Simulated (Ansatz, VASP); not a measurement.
# Cross-check of SiC between VASP and Ansatz

Wanted: the spread between two codes on one cell, functional and k mesh. The cell is taken from a series of runs on this material, whose earlier steps may have relaxed, scaled, displaced or heated it; both programs get it as it stands.

Calculated with Ansatz 0.2.0; plane waves, with VASP 6.6.1 beside it; relaxation of cell and atoms at PBE.

## Step 1: Set-up

It takes space group F-43m (No. 216, cubic). The conventional cell has a = 4.370 Å, b = 4.370 Å, c = 4.370 Å, α = 90.00°, β = 90.00°, γ = 90.00°. Si has 4 C at 1.89 Å nearest. Nearest to C lie 4 Si at 1.89 Å. Farther neighbours are not listed.

## Step 2: VASP: relaxation of cell and atoms, PBE

The relaxed volume is the usual yardstick between codes: in a stiff, nearly cubic crystal its relative difference is about their pressure difference at one cell divided by the bulk modulus.

Lines of VASP's logs that name or quote its potential files are left out, and so is its time.

Input file INCAR:

```
SYSTEM = SiC
PREC = Accurate
ENCUT = 600
EDIFF = 1E-07
NELM = 120
ISMEAR = 0
SIGMA = 0.02
LREAL = .FALSE.
ALGO = Normal
GGA = PE
NBANDS = 10
LORBIT = 11
LWAVE = .FALSE.
LCHARG = .FALSE.
ISIF = 3
IBRION = 2
NSW = 80
EDIFFG = -0.005
LASPH = .TRUE.
GGA_COMPAT = .FALSE.
NELMIN = 4
EFERMI = MIDGAP
```

Input file POSCAR:

```
SiC
1.0
    0.0000000000      2.1850000000      2.1850000000
    2.1850000000      0.0000000000      2.1850000000
    2.1850000000      2.1850000000      0.0000000000
Si C
1 1
Direct
    0.0000000000      0.0000000000      0.0000000000
    0.2500000000      0.2500000000      0.2500000000
```

Input file KPOINTS:

```
Automatic mesh
0
Gamma
12 12 12
0 0 0
```

The projector-augmented-wave data sets are Si and C (PBE family, release 64).

Run with:

```
$ mpirun -np 1 vasp_std
```

Numbers of over 12 decimals in the logs are rounded to 6 here.

The program printed:

```text
[banner, memory and clock lines left out]
running    1 mpi-ranks, on    1 nodes
 distrk:  each k-point on    1 cores,    1 groups
 distr:  one band on    1 cores,    1 groups

 POSCAR found type information on POSCAR SiC
 POSCAR found :  2 types and       2 ions
 LDA part: xc-table for (Slater+PW92), standard interpolation
 POSCAR, INCAR and KPOINTS ok, starting setup
 FFT: planning ... GRIDC
 FFT: planning ... GRID_SOFT
 FFT: planning ... GRID
 WAVECAR not read
 entering main loop
       N       E                     dE             d eps       ncg     rms          rms(c)
DAV:   1     0.533169255689E+01    0.53317E+01   -0.43113E+03  1488   0.753E+02
DAV:   2    -0.161949185024E+02   -0.21527E+02   -0.20272E+02  1946   0.118E+02
DAV:   3    -0.168898585096E+02   -0.69494E+00   -0.69340E+00  1708   0.182E+01
DAV:   4    -0.168929682127E+02   -0.31097E-02   -0.31094E-02  1670   0.149E+00
DAV:   5    -0.168929824041E+02   -0.14191E-04   -0.14191E-04  1706   0.948E-02    0.872E+00
DAV:   6    -0.151171893552E+02    0.17758E+01   -0.67366E+00  1498   0.125E+01    0.384E+00
DAV:   7    -0.150691096278E+02    0.48080E-01   -0.36269E-01  1704   0.374E+00    0.176E+00
DAV:   8    -0.150614631485E+02    0.76465E-02   -0.20404E-02  1494   0.103E+00    0.163E-01
DAV:   9    -0.150616049408E+02   -0.14179E-03   -0.14745E-03  1882   0.234E-01    0.112E-01
DAV:  10    -0.150617130835E+02   -0.10814E-03   -0.21267E-04  1606   0.973E-02    0.244E-02
DAV:  11    -0.150617152588E+02   -0.21753E-05   -0.38857E-05  1636   0.348E-02    0.591E-03
DAV:  12    -0.150617156555E+02   -0.39671E-06   -0.15600E-06  1528   0.849E-03    0.988E-04
DAV:  13    -0.150617157002E+02   -0.44681E-07   -0.77124E-08  1176   0.216E-03
   1 F= -.15061716E+02 E0= -.15061716E+02  d E =-.150617E+02
 curvature:   0.00 expect dE= 0.000E+00 dE for cont linesearch  0.000E+00
 trial: gam= 0.00000 g(F)=  0.109E-48 g(S)=  0.191E-02 ort = 0.000E+00 (trialstep = 0.100E+01)
 search vector abs. value=  0.191E-02
 bond charge predicted
       N       E                     dE             d eps       ncg     rms          rms(c)
DAV:   1    -0.150625016268E+02   -0.78597E-03   -0.36056E-02  1446   0.135E+00    0.212E-01
DAV:   2    -0.150618563546E+02    0.64527E-03   -0.16044E-03  1492   0.226E-01    0.106E-01
DAV:   3    -0.150617195858E+02    0.13677E-03   -0.21192E-04  1544   0.893E-02    0.293E-02
DAV:   4    -0.150616936734E+02    0.25912E-04   -0.35049E-05  1502   0.294E-02    0.125E-02
DAV:   5    -0.150616925758E+02    0.10976E-05   -0.12576E-06  1626   0.716E-03    0.785E-03
DAV:   6    -0.150616920166E+02    0.55923E-06   -0.12907E-07   954   0.261E-03    0.195E-03
DAV:   7    -0.150616921448E+02   -0.12822E-06   -0.24657E-08   736   0.975E-04    0.225E-04
DAV:   8    -0.150616921861E+02   -0.41372E-07   -0.17562E-09   738   0.343E-04
   2 F= -.15061692E+02 E0= -.15061692E+02  d E =0.235140E-04
 trial-energy change:    0.000024  1 .order    0.000006   -0.001910    0.001922
 step:   0.4915(harm=  0.4985)  dis= 0.00000  next Energy=   -15.062183 (dE=-0.467E-03)
 bond charge predicted
       N       E                     dE             d eps       ncg     rms          rms(c)
DAV:   1    -0.150623829820E+02   -0.69084E-03   -0.93648E-03  1448   0.692E-01    0.108E-01
DAV:   2    -0.150622195827E+02    0.16340E-03   -0.41164E-04  1484   0.115E-01    0.536E-02
DAV:   3    -0.150621865510E+02    0.33032E-04   -0.55531E-05  1546   0.456E-02    0.147E-02
DAV:   4    -0.150621814923E+02    0.50587E-05   -0.89956E-06  1494   0.149E-02    0.646E-03
DAV:   5    -0.150621817214E+02   -0.22913E-06   -0.32677E-07  1466   0.365E-03    0.399E-03
DAV:   6    -0.150621819742E+02   -0.25276E-06   -0.34179E-08   732   0.136E-03    0.908E-04
DAV:   7    -0.150621819062E+02    0.67980E-07   -0.69288E-09   732   0.535E-04
   3 F= -.15062182E+02 E0= -.15062182E+02  d E =-.466206E-03
 curvature:  -0.25 expect dE=-0.248E-07 dE for cont linesearch -0.248E-07
 trial: gam=-0.00717 g(F)=  0.404E-49 g(S)=  0.995E-07 ort = 0.138E-04 (trialstep = 0.898E+00)
 search vector abs. value=  0.105E-09
 reached required accuracy - stopping structural energy minimisation
```

From OUTCAR (step 2):

```text
ion  position               nearest neighbor table
   1  0.000  0.000  0.000-   2 1.89   2 1.89   2 1.89   2 1.89
   2  0.250  0.250  0.250-   1 1.89   1 1.89   1 1.89   1 1.89

  LATTYP: Found a face centered cubic cell.
 ALAT       =     4.3700000000

 Subroutine GETGRP returns: Found 24 space group operations
 (whereof 24 operations were pure point group operations)

The static configuration has the point symmetry T_d .

 Found     72 irreducible k-points:

   k-points           NKPTS =     72   k-points in BZ     NKDIM =     72   number of bands    NBANDS=     10

   dimension x,y,z NGX =    28 NGY =   28 NGZ =   28
   dimension x,y,z NGXF=    56 NGYF=   56 NGZF=   56

   ENCUT  =  600.0 eV  44.10 Ry    6.64 a.u.   6.17  6.17  6.17*2*pi/ulx,y,z

   NELECT =       8.0000    total number of electrons

 k-points in reciprocal lattice and weights: Automatic mesh
   0.00000000  0.00000000  0.00000000       0.001
   0.08333333  0.00000000  0.00000000       0.005
   0.16666667  0.00000000  0.00000000       0.005
   0.25000000  0.00000000  0.00000000       0.005
   0.33333333  0.00000000  0.00000000       0.005
   0.41666667  0.00000000  0.00000000       0.005
   0.50000000  0.00000000  0.00000000       0.002
   0.08333333  0.08333333  0.00000000       0.003
   0.16666667  0.08333333  0.00000000       0.014
[...]
-0.33333333  0.50000000  0.16666667       0.007
  -0.25000000  0.50000000  0.25000000       0.003

 average (electrostatic) potential at core
       1 -80.5671       2 -44.9847

 E-fermi :   8.6347

 k-point     1 :       0.0000    0.0000    0.0000
  band No.  band energies     occupation
      1      -7.3439      2.00000
      2       7.9495      2.00000
      3       7.9495      2.00000
      4       7.9495      2.00000
      5      14.0189      0.00000
      6      15.1609      0.00000
      7      15.1609      0.00000
      8      15.1609      0.00000
      9      22.3753      0.00000
    ...

 k-point     2 :       0.0833    0.0000    0.0000
  band No.  band energies     occupation
      1      -7.2095      2.00000
      2       7.2238      2.00000
      3       7.8549      2.00000
      4       7.8549      2.00000
      5      14.2725      0.00000
      6      15.3019      0.00000
      7      15.3352      0.00000
      8      15.3352      0.00000
      9      21.6406      0.00000
    ...

 k-point     3 :       0.1667    0.0000    0.0000
  band No.  band energies     occupation
      1      -6.8107      2.00000
      2       5.5888      2.00000
      3       7.6208      2.00000
      4       7.6208      2.00000
      5      14.1657      0.00000
      6      15.6772      0.00000
      7      15.6772      0.00000
      8      16.1728      0.00000
      9      20.8598      0.00000
    ...

  Total        0.0011727      0.0011727      0.0011727     -0.0000000      0.0000000      0.0000000
  in kB        0.0895382      0.0895382      0.0895382     -0.0000000      0.0000000      0.0000000
  external PRESSURE =       0.0895382 kB  Pullay stress =       0.0000000 kB

  energy-cutoff  :      600.00
  volume of cell :       20.98
      direct lattice vectors                 reciprocal lattice vectors
     0.000000000  2.189209056  2.189209056    -0.228392989  0.228392989  0.228392989
     2.189209056 -0.000000000  2.189209056     0.228392989 -0.228392989  0.228392989
     2.189209056  2.189209056  0.000000000     0.228392989  0.228392989 -0.228392989

 POSITION                                       TOTAL-FORCE (eV/Angst)
 -----------------------------------------------------------------------------------
      0.00000      0.00000      0.00000         0.000000      0.000000      0.000000
      1.09460      1.09460      1.09460        -0.000000     -0.000000     -0.000000
 -----------------------------------------------------------------------------------
    total drift:                               -0.000000     -0.000000     -0.000000

  FREE ENERGIE OF THE ION-ELECTRON SYSTEM (eV)
  ---------------------------------------------------
  free  energy   TOTEN  =       -15.0621819062 eV

  energy  without entropy=      -15.0621819062  energy(sigma->0) =      -15.06218191

 reached required accuracy - stopping structural energy minimisation

 total charge
# of ion       s       p       d       tot
------------------------------------------
    1        0.706   0.961   0.000   1.668
    2        0.834   1.696   0.000   2.531
--------------------------------------------------
tot          1.541   2.658   0.000   4.198

[... 3 further parts left out ...]
```

CONTCAR:

```
SiC
   1.00000000000000
     0.0000000000000000    2.1892090561089290    2.1892090561089290
     2.1892090561089290   -0.0000000000000000    2.1892090561089290
     2.1892090561089290    2.1892090561089290    0.0000000000000000
  Si              C
     1     1
Direct
     0.0000000000000000    0.0000000000000000    0.0000000000000000
     0.2500000000000000    0.2500000000000000    0.2500000000000000
```

## Step 3: Ansatz: relaxation of cell and atoms, PBE

Ansatz runs on its PAW soft_1 files.

The same cell, functional, mesh and smearing now go to Ansatz, which takes its cutoff from its data sets.

Input file input.yaml:

```yaml
crystal:
  lattice:
    - [0.0, 2.185, 2.185]
    - [2.185, 0.0, 2.185]
    - [2.185, 2.185, 0.0]
  atoms:
    - { symbol: Si, position: [0.0, 0.0, 0.0] }
    - { symbol: C, position: [0.25, 0.25, 0.25] }
kpoints:
  mp_grid: { grid: [12, 12, 12] }
hamiltonian:
  xc: pbe
  pseudopotentials: { kind: paw, azcp: { folder: soft_1 } }
scf:
  occupations: { method: gaussian, width: 0.02 }
output:
  forces: true
  stress: true
  eigenvalues: true
relax:
  adjacent_minimum: "off"
  f_tol: 0.002
  max_steps: 60
  cell: { stress_tol: 0.02 }
```

Run with:

```
$ ansatz run input.yaml --threads 8 --pin off --max-ram 20480MiB --backend cpu --events-out ev --progress --plain --runs-dir out
```

The program printed:

```text
The last accepted step is kept in <dir> (removed where the run ends without a failure and the disk answers)
Engine: ansatz 0.2.0, aarch64-unknown-linux-gnu
Pseudopotentials: kind: paw
Pseudopotential: Si, paw, valence charge 4, recommended cutoff 420 eV (normal), soft_1/Si.paw.azcp
Pseudopotential: C, paw, valence charge 4, recommended cutoff 420 eV (normal), soft_1/C.paw.azcp
Functional definition: PBE
  parameter kappa = 0.804
  parameter beta = 0.066725
  exchange = pbe_x(kappa = kappa, mu = beta*pi^2/3)
  correlation = pbe_c(beta = beta)
Crystal: 2 atoms, lattice volume = 20.863 Å³
Basis set: ecut = 420 eV, 411 PW (Γ), exchange–correlation on 48×48×48 points (8 copies of the dense FFT grid, shifted against one another)
Bands: 8, of which v1, the nominal top of the filled ones, is band 4 counted from 1 (3 counted from 0)
Symmetry: 24 space group operations
Space group: F-43m (ITA 216), of the structure as read, at distance tolerance 2.8e-5 Å
k-points: 72 of 1728 (time reversal used)
Non-local potential: Si, projectors of the file, l = 0: 2, l = 1: 2, l = 2: 1
Non-local potential: C, projectors of the file, l = 0: 2, l = 1: 2, l = 2: 1
PAW form: soft (Blöchl's): semilocal exchange-correlation on the pseudo side does not see the compensation charge
PAW one-centre angular grid: Si, 110 points (default); XC on 64 Gauss nodes
PAW one-centre angular grid: C, 110 points (default); XC on 64 Gauss nodes
Initial density: superposition of atomic densities (chi_scale 0.1, normalization cell, long waves kept (reshape's long-wave potential 0.00 eV rms))
Initial wavefunctions: pseudopotential atomic-orbital guess
Functional: x = pbe(κ = 0.804, μ = 0.219515), c = pbe(β = 0.066725)
SCF iter   1: F=—  HF=-888.636616 eV  |F-HF|=—  |Δ(HF+E_count)|=         —  Δρ=1.37e-1  dr2=4.79e0  ethr=3.10e-3  ⟨swp⟩=6.0  Hψ=4908  notcnv=0
preconditioner: auto → none  [insulator: Δε(μ)=3.259 eV  Ē_g=14.655 eV  σ=0.020 eV  W_gap=1.00  n_scr=0 (ndim 8)  ℏωp=23.0 eV  f_vac=0.000  D(μ)=0.00/eV (n_scr^D=0)  ε∞_Penn≈3.5]
SCF iter   2: F=—  HF=-887.243205 eV  |F-HF|=—  |Δ(HF+E_count)|=    1.39e0  Δρ=4.97e-2  dr2=3.26e-1  ethr=3.10e-3  ⟨swp⟩=3.1  Hψ=1993  notcnv=0
SCF iter   3: F=—  HF=-887.164288 eV  |F-HF|=—  |Δ(HF+E_count)|=   7.89e-2  Δρ=1.98e-2  dr2=4.24e-2  ethr=3.10e-3  ⟨swp⟩=2.3  Hψ=1193  notcnv=0
SCF iter   4: F=—  HF=-887.162182 eV  |F-HF|=—  |Δ(HF+E_count)|=   2.11e-3  Δρ=1.37e-3  dr2=2.69e-4  ethr=5.30e-4  ⟨swp⟩=2.0  Hψ=864  notcnv=0
SCF iter   5: F=—  HF=-887.162300 eV  |F-HF|=—  |Δ(HF+E_count)|=   1.18e-4  Δρ=2.24e-4  dr2=3.46e-6  ethr=3.37e-6  ⟨swp⟩=2.4  Hψ=874  notcnv=0
SCF iter   6: F=—  HF=-887.162313 eV  |F-HF|=—  |Δ(HF+E_count)|=   1.34e-5  Δρ=5.65e-5  dr2=3.28e-7  ethr=4.32e-8  ⟨swp⟩=2.0  Hψ=864  notcnv=0
SCF iter   7: F=-887.162313 eV  HF=-887.162313 eV  |F-HF|=1.11e-9  |Δ(HF+E_count)|=   8.75e-8  Δρ=7.07e-6  dr2=5.08e-9  ethr=1.25e-9  ⟨swp⟩=4.9  Hψ=2682  notcnv=0
SCF 1 converged in 7 iterations: F = -887.162313 eV  dr2 = 5.08e-9
  greatest PAW one-centre occupation: 0.646 electrons in one spin orbital (limit 2), on the C atom at site 1 (counted from 0), in its partial waves of l = 0
relax step   1: F+E_penalty+E_count = -887.16231316 eV  Δ(F+E_penalty+E_count) = +0.000e0 eV  max|allowed force component| = 3.146e-16 eV/Å  Δτ_max = 0.0000 Å  P = +1.437 GPa  Ω = 20.863 Å³  (7 SCF iters, dr2 threshold 1.00e-7 eV, accepted)
[...]
relax step   2: F+E_penalty+E_count = -887.16272932 eV  Δ(F+E_penalty+E_count) = -4.162e-4 eV  max|allowed force component| = 1.064e-16 eV/Å  Δτ_max = 0.0000 Å  P = +0.670 GPa  Ω = 20.937 Å³  energy of the carried Pulay correction = -6.521e-5 eV  (4 SCF iters, dr2 threshold 2.00e-7 eV, accepted)
[...]
relax step   3: F+E_penalty+E_count = -887.16280793 eV  Δ(F+E_penalty+E_count) = -7.862e-5 eV  max|allowed force component| = 9.021e-17 eV/Å  Δτ_max = 0.0000 Å  P = +0.006 GPa  Ω = 21.001 Å³  energy of the carried Pulay correction = -1.224e-4 eV  (4 SCF iters, dr2 threshold 2.00e-7 eV, accepted)
[...]
relax step   4: F+E_penalty+E_count = -887.16294756 eV  Δ(F+E_penalty+E_count) = -1.396e-4 eV  max|allowed force component| = 4.626e-17 eV/Å  Δτ_max = 0.0000 Å  P = +0.017 GPa  Ω = 21.001 Å³  stress off target by 1.71e-2 GPa  SCF on the basis re-selected at this cell (its energy is not comparable with the rows above)  (5 SCF iters)
basis re-selected at this cell: Δ(F+E_penalty+E_count) = -1.396e-4 eV, ΔP = +0.011 GPa vs the last step (what re-selecting the basis moved, of the pressure what is left beyond the Pulay correction that the steps carried, after the strain that the cell walked since its last selection, with what the two solves' SCF thresholds leave and, on support functions, any second-order correction that the steps lacked; it is no m [...]
SCF converged after 5 iterations
Free energy (F): -887.162948 eV
Harris-Foulkes:  -887.162948 eV  (|F-HF|=1.02e-12)
Internal energy: -887.162948 eV  (E = F + TS)
E sigma→0 (E₀):  -887.162948 eV
Fermi energy:    9.982216 eV
--- Per-component energies (eV) ---
  E_band       = 27.502978
  E_kinetic    = 132.566308
  E_local      = -96.362375  (includes V_loc(G=0)·N_el)
  E_nonlocal   = 45.010249
  E_hartree    = 31.976570
  E_xc         = -105.401328
  E_vxc        = -108.348240  (∫ρ·V_xc dr)
  E_paw        = -611.572847  (= ΣΔE_a)
  E_vpaw       = -9.316151  (= ΣTr[D̂ρ^β])
  E_aug_tail   = 0.000052  (compensation charges beyond the density's cutoff)
  E_ewald      = -283.379576
  E_smearing   = -0.000000  (= −TS)
  E_closure    = -0.000000  (closes the sum)
  Σ components = -887.162948   (vs F -887.162948, Δ=0.00e0)
--- Forces (eV/Å), atoms counted from 1 ---
  atom   1  Si     0.00000000     0.00000000     0.00000000
  atom   2  C     -0.00000000    -0.00000000     0.00000000
  max |Σ_I F_I| component: 6.94e-17 eV/Å
--- Stress (GPa, compression-positive) ---
        0.017067      -0.000000      -0.000000
       -0.000000       0.017067       0.000000
       -0.000000       0.000000       0.017067
  P = ⅓ Tr σ = 0.0171 GPa (0.171 kbar)
--- Band table (eV; the first three rows and the last of 72) ---
  k-point 0: bands = ["-5.9961", "9.2955", "9.2955", "9.2955", "15.3282", "16.4995", "16.4995", "16.4995"]
  k-point 1: bands = ["-5.8619", "8.5690", "9.2007", "9.2007", "15.5865", "16.6364", "16.6732", "16.6732"]
  k-point 2: bands = ["-5.4635", "6.9334", "8.9661", "8.9661", "15.4906", "17.0142", "17.0142", "17.4966"]
  k-point 71: bands = ["-0.8241", "2.2903", "4.3725", "4.6632", "14.4826", "18.5868", "18.6063", "19.0007"]
--- Relaxed structure (3 steps of the walk, 3 accepted, 1 SCFs on fresh bases) ---
  F+E_penalty+E_count = -887.16294756 eV   max|allowed force component| = 4.626e-17 eV/Å   (the final SCF, on the basis selected at the relaxed cell)
  cell:  # Å, volume = 21.0011 Å³
    - [0, 2.189797, 2.189797]
    - [2.189797, 0, 2.189797]
    - [2.189797, 2.189797, 0]
  atoms:
    - { symbol: Si, position: [0, 0, 0] }
    - { symbol: C, position: [0.25, 0.25, 0.25] }
```

## Step 4: Comparison

Known differences besides the potentials themselves: the cutoff is 420 eV in Ansatz and 600 eV in VASP; Ansatz adds a Pulay correction to the stress that steers its cell, VASP none. Total energies have different zeros and are not compared.

The two programs side by side:

```csv
quantity,Ansatz,VASP,difference
volume (Å³),21.00,20.98,+0.08 %
"edge a after relaxation, in the typed setting (Å)",3.097,3.096,+0.03 %
```

## Step 5: Summary of results

```yaml
difference_in_volume_relaxation_of_cell_and_atoms_pbe: 0.081 %
```

The difference in volume is 0.081 % (relaxation of cell and atoms, PBE), within the 1.2 % picked in this series as the mark of a large difference, as far as the stopping tolerances let one tell. How closely two codes agree says nothing of how well the functional describes the real material.

[Lines on the potential files, build, host, timing and source positions are cut from VASP's logs without a mark.]

[Logs are printed without paths, hosts, clocks, repeated set-up lines and the standing remarks that a program may print on its own settings, such as how far it seeks lower states.]

[Hosts, paths, dates, database ids (printed as entryN), source tags and the programs' standing remarks are cut or masked in the printed files.]
